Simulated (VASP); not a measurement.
Input:

```yaml
crystal:
  lattice:
    - [0.00000, 2.78820, 2.78820]
    - [2.78820, 0.00000, 2.78820]
    - [2.78820, 2.78820, 0.00000]
  atoms:
    - { symbol: Na, position: [0.00000, 0.00000, 0.00000] }
    - { symbol: Cl, position: [0.50000, 0.50000, 0.50000] }
```

These are PBE GGA, VASP's PBE PAW potentials (set 64) (plane waves; VASP) values and carry that method's errors. Run with 300 eV cut-off, 5×5×5 Γ-centred mesh, Gaussian smearing of 0.010 eV, potentials Na_pv Cl.

At this cut-off the stress carries a Pulay error, which pulls relaxed volumes low.

### Question
Give the stress tensor in GPa (positive for a compressed cell).

### Answer

```
1.50  0.00  0.00
0.00  1.50  0.00
0.00  0.00  1.50
```
The pressure is its mean diagonal, 1.50 GPa.

The structure comes from a computed database's NaCl entry; how it stands against other phases isn't given here. The cell was not relaxed at this level.
